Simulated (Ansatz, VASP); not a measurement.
# Y2SiF2 in VASP and in Ansatz

```
Y Si F
1.0
     4.07365    0.00000    0.00000
    -2.03682    3.52788    0.00000
     0.00000    0.00000    6.60058
Y Si F
2 1 2
Direct
  0.33333 0.66667 0.74405
  0.66667 0.33333 0.25595
  0.00000 0.00000 0.50000
  0.33333 0.66667 0.09853
  0.66667 0.33333 0.90147
```

Alike in both runs: functional PBE; k mesh 6 × 6 × 4; occupations gaussian, width 0.1 eV; no spin polarisation.

Ansatz relaxed the structure, and its values are those at the end. VASP's run is a single point on that final structure, the one shown.

```csv
,VASP,Ansatz
version,VASP 6.6.1,Ansatz 0.2.0
potentials or method,"VASP PAW PBE potentials, release 64 (Y_sv, Si, F)","scalar-relativistic, plane waves, PAW"
plane-wave cutoff (eV),520,420
valence electrons in the cell,40,40
```

|  | VASP | Ansatz | Ansatz less VASP |
| --- | --- | --- | --- |
| gap on the k mesh at the Fermi level (eV) | 0.15 | 0.15 | +0.002 |
| least direct gap on the mesh (eV) | 0.66 | 0.66 | +0.002 |
| pressure (GPa) | -0.3 | -0.2 | +0.11 |
| rms of the force components (eV/Å) | 0.007 | 0.005 | -0.0018 |

The functional is the same, so the differences come from potentials, cutoffs and numerics.
